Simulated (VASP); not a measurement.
Output of a VASP run:

OSZICAR:
```
       N       E                     dE             d eps       ncg     rms          rms(c)
DAV:   1     0.291245805503E+02    0.29125E+02   -0.49491E+03  1528   0.120E+03
DAV:   2    -0.146829428597E+02   -0.43808E+02   -0.42039E+02  1512   0.176E+02
DAV:   3    -0.158547510392E+02   -0.11718E+01   -0.11552E+01  1814   0.394E+01
DAV:   4    -0.158772125605E+02   -0.22462E-01   -0.22443E-01  1973   0.495E+00
DAV:   5    -0.158777128575E+02   -0.50030E-03   -0.50026E-03  1827   0.629E-01    0.149E+01
DAV:   6    -0.178142504202E+02   -0.19365E+01   -0.79285E+01  1715   0.141E+02    0.181E+01
DAV:   7    -0.137551911414E+02    0.40591E+01   -0.37985E+01  1656   0.868E+01    0.264E+00
DAV:   8    -0.137176920269E+02    0.37499E-01   -0.24148E-01  1663   0.612E+00    0.153E+00
DAV:   9    -0.137004723925E+02    0.17220E-01   -0.46192E-02  1823   0.316E+00    0.381E-01
DAV:  10    -0.136999729609E+02    0.49943E-03   -0.97340E-04  1885   0.438E-01    0.187E-01
DAV:  11    -0.136999415032E+02    0.31458E-04   -0.31562E-05  1668   0.475E-02    0.119E-02
DAV:  12    -0.136999400241E+02    0.14791E-05   -0.79266E-06  1730   0.406E-02    0.523E-03
DAV:  13    -0.136999399183E+02    0.10582E-06   -0.24637E-07   788   0.594E-03
   1 F= -.12985219E+02 E0= -.12985016E+02  d E =-.129852E+02
       N       E                     dE             d eps       ncg     rms          rms(c)
DAV:   1    -0.139808545896E+02   -0.28091E+00   -0.58515E+00  1589   0.474E+01    0.531E+00
DAV:   2    -0.141934767571E+02   -0.21262E+00   -0.10507E+01  1708   0.530E+01    0.588E+00
DAV:   3    -0.136692162899E+02    0.52426E+00   -0.41545E+00  1693   0.325E+01    0.700E-01
DAV:   4    -0.136640489827E+02    0.51673E-02   -0.21590E-02  1637   0.166E+00    0.286E-01
DAV:   5    -0.136629156449E+02    0.11333E-02   -0.24622E-03  2067   0.542E-01    0.632E-02
DAV:   6    -0.136629212383E+02   -0.55935E-05   -0.92205E-05  1688   0.159E-01    0.248E-02
DAV:   7    -0.136629231100E+02   -0.18717E-05   -0.20215E-06  1400   0.148E-02    0.234E-03
DAV:   8    -0.136629229078E+02    0.20222E-06   -0.16265E-07   778   0.623E-03
   2 F= -.12982556E+02 E0= -.12982393E+02  d E =0.266258E-02
       N       E                     dE             d eps       ncg     rms          rms(c)
DAV:   1    -0.137834620340E+02   -0.12054E+00   -0.17098E+00  1575   0.259E+01    0.280E+00
DAV:   2    -0.138663049044E+02   -0.82843E-01   -0.34147E+00  1769   0.294E+01    0.342E+00
DAV:   3    -0.136932080535E+02    0.17310E+00   -0.11917E+00  1731   0.179E+01    0.358E-01
DAV:   4    -0.136917816788E+02    0.14264E-02   -0.39973E-03  1556   0.611E-01    0.148E-01
DAV:   5    -0.136915733502E+02    0.20833E-03   -0.73075E-04  2166   0.330E-01    0.261E-02
DAV:   6    -0.136915796635E+02   -0.63132E-05   -0.11492E-05  1631   0.408E-02    0.899E-03
DAV:   7    -0.136915792385E+02    0.42498E-06   -0.16639E-06   840   0.188E-02
   3 F= -.12993080E+02 E0= -.12992895E+02  d E =-.786195E-02
```

**OUTCAR**
```
------------------------ aborting loop because EDIFF is reached ----------------------------------------
  FORCE on cell =-STRESS in cart. coord.  units (eV):
  Direction    XX          YY          ZZ          XY          YZ          ZX
  --------------------------------------------------------------------------------------
  Total        0.6984433      0.6984433      0.6984433      0.0000000      0.0000000     -0.0000000
  in kB       49.9960332     49.9960332     49.9960332      0.0000000      0.0000000     -0.0000000
  external PRESSURE =      -0.0039668 kB  Pullay stress =      50.0000000 kB
  volume of cell :       22.38
      direct lattice vectors                 reciprocal lattice vectors
     2.818180053  0.000000000 -0.000000000     0.354838932  0.000000000 -0.000000000
    -0.000000000  2.818180053 -0.000000000    -0.000000000  0.354838932  0.000000000
     0.000000000 -0.000000000  2.818180053     0.000000000  0.000000000  0.354838932
 POSITION                                       TOTAL-FORCE (eV/Angst)
 -----------------------------------------------------------------------------------
      1.40909      1.40909      1.40909        -0.000000      0.000000      0.000000
      0.00000      0.00000      0.00000         0.000000     -0.000000     -0.000000
 -----------------------------------------------------------------------------------
    total drift:                                0.000000      0.000000      0.000000
  FREE ENERGIE OF THE ION-ELECTRON SYSTEM (eV)
  ---------------------------------------------------
  free  energy   TOTEN  =       -13.6915792385 eV

  energy  without entropy=      -13.6910230315  energy(sigma->0) =      -13.69139384
  enthalpy is  TOTEN    =       -12.9930804909 eV   P V=        0.6984987476

 reached required accuracy - stopping structural energy minimisation
```
(Selected blocks of OUTCAR.)

POSCAR:
```
FeAl
1
    2.8398307079     0.0000000000     0.0000000000
    0.0000000000     2.8398307079     0.0000000000
    0.0000000000     0.0000000000     2.8398307079
Al Fe
1 1
Direct
  0.5000000000   0.5000000000   0.5000000000
  0.0000000000   0.0000000000   0.0000000000
```

Problem. Reconstruct the remaining input files.

Solution. Several could match; the one computed here: the input of the run itself, PBEsol GGA, plane waves, VASP's PBE PAW potentials (set 64).

### KPOINTS
```
Automatic mesh
0
Gamma
13 13 13
0 0 0
```

### INCAR
```
LWAVE=.FALSE.
EDIFFG=-0.02   ! ionic stop
LMAXMIX=4   ! l cut-off of mixed one-centre charges
LASPH=.TRUE.
IBRION=2
ALGO=Normal   ! blocked Davidson
NELM=100
PSTRESS=50
ISMEAR=1   ! Methfessel-Paxton
SIGMA=0.1
PREC=Accurate
ISIF=3   ! ions, shape and volume
ENCUT=500
LREAL=.FALSE.   ! projection in real space or not
GGA=PS
EDIFF=1E-6   ! SCF stop (eV)
LCHARG=.FALSE.
SYSTEM=FeAl
NSW=40
```

POTCAR, in this order: Al Fe (PBE.64 set). Program: vasp_std.

Energy and stress use the plane-wave basis of the starting cell.

The compound is FeAl in the CsCl type structure. This run relaxes it under an external pressure of 5 GPa. Symmetry was kept, so distortions that lower it aren't found. The run is not spin-polarised, so no magnetic state was tried. The electron count is odd and the run is not spin-polarised, which forces a metal.
